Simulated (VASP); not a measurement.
Data:

```yaml
crystal:
  lattice:
    - [0.00000, 2.40326, 2.40326]
    - [2.40326, 0.00000, 2.40326]
    - [2.40326, 2.40326, 0.00000]
  atoms:
    - { symbol: Zr, position: [0.00000, 0.00000, 0.00000] }
    - { symbol: C, position: [0.50000, 0.50000, 0.50000] }
```

All values below come from optB88-vdW, VASP's PBE PAW potentials (set 64) (plane waves; VASP). Run with 520 eV cut-off, 13×13×13 Γ-centred mesh, first-order Methfessel-Paxton smearing of 0.10 eV, potentials Zr_sv C.

### Question
Give the stress tensor in GPa (positive for a compressed cell).

### Answer

```
-11.63    0.00    0.00
  0.00  -11.63    0.00
  0.00    0.00  -11.63
```
The pressure is its mean diagonal, -11.63 GPa.

The compound is ZrC in the rock salt structure. This cell is one point of a volume scan, at 1.06 of the reference volume.
